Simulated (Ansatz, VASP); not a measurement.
**KBeCl3 in VASP and in Ansatz**

```xyz
10
Lattice="0.0000 0.0000 4.6842 6.6262 0.0000 0.0000 0.0000 6.6262 0.0000" Properties=species:S:1:pos:R:3 pbc="T T T"
K     0.0000    3.3131    2.3421
K     3.3131    0.0000    2.3421
Be    3.3131    3.3131    0.0000
Be    0.0000    0.0000    0.0000
Cl    4.9887    1.6756    0.0000
Cl    4.9506    4.9887    0.0000
Cl    3.3131    3.3131    2.3421
Cl    1.6375    4.9506    0.0000
Cl    1.6756    1.6375    0.0000
Cl    0.0000    0.0000    2.3421
```

Alike in both runs: task single point; functional PBE; k mesh 4 × 2 × 2; occupations gaussian, width 0.1 eV; no spin polarisation.

|  | VASP | Ansatz |
| --- | --- | --- |
| version | VASP 6.6.1 | Ansatz 0.2.0 |
| potentials or method | VASP PAW PBE potentials, release 64 (K_sv, Be, Cl) | scalar-relativistic, plane waves, PAW |
| plane-wave cutoff (eV) | 520 | 420 |
| valence electrons in the cell | 64 | 64 |

|  | VASP | Ansatz | Ansatz less VASP |
| --- | --- | --- | --- |
| gap on the k mesh at the Fermi level (eV) | 2.44 | 2.42 | -0.021 |
| least direct gap on the mesh (eV) | 2.47 | 2.45 | -0.021 |
| pressure (GPa) | 0.1 | 0.1 | +0.04 |
| largest component of the traceless stress (GPa) | 0.18 | 0.18 | -0.001 |

Caveats: the k mesh is coarse (spacing up to 0.47 Å⁻¹), so the values aren't converged. A k mesh can miss the band edges.
